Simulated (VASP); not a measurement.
Energy against volume of TiC (rock salt). Method: vdW-DF2, VASP's PBE PAW potentials (set 64) (plane waves; VASP 6.6.1). Settings: 520 eV cut-off, 14×14×14 Γ-centred mesh, first-order Methfessel-Paxton smearing of 0.10 eV, potentials Ti_sv C.

```
V (Å³/atom)  E (eV/atom)
-----------  -----------
10.373          -6.75270
10.693          -6.76019
11.014          -6.75431
11.335          -6.73696
```

Question: Fit these four points and predict the energy of the run at 10.052 Å³/atom.

Answer: A cubic in V^(−2/3), the third-order Birch-Murnaghan form, passes through the four points with V0 = 10.70 Å³/atom and B0 = 222 GPa, and gives -6.7295 eV/atom there. The run gave -6.7296 eV/atom, -0.1 meV/atom from the fit; all five points give B0 = 221 GPa.

The compound is TiC in the rock salt structure. It was relaxed first, which changed the volume by +5 %.
